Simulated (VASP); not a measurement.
Here is the system:

```
CELL_PARAMETERS angstrom
      4.50280     0.00000     0.00000
      0.00000     4.50280     0.00000
      0.00000     0.00000     3.00503
ATOMIC_POSITIONS crystal
  Mg 0.00000 0.00000 0.00000
  Mg 0.50000 0.50000 0.50000
  H  0.30422 0.30422 0.00000
  H  0.80422 0.19578 0.50000
  H  0.19578 0.80422 0.50000
  H  0.69578 0.69578 0.00000
```

These are PBE GGA, VASP's PBE PAW potentials (set 64) (plane waves; VASP 6.6.1) values and carry that method's errors. Run with 400 eV cut-off, 6×6×9 Γ-centred mesh, Gaussian smearing of 0.010 eV, potentials Mg H.

Task: The job: MgH₂ (rutile), 6 atoms, PBE, optics run with many empty bands, 400 eV, 6×6×9 Γ-centred mesh. Roughly how much core time does it take on a busy server core?

Result: About 40 core-seconds (one run on a shared machine, a rough figure). It had 50 irreducible k-points, 24 bands, up to 1122 plane waves and 12 electronic steps.

The compound is MgH2 in the rutile structure. It was relaxed first.
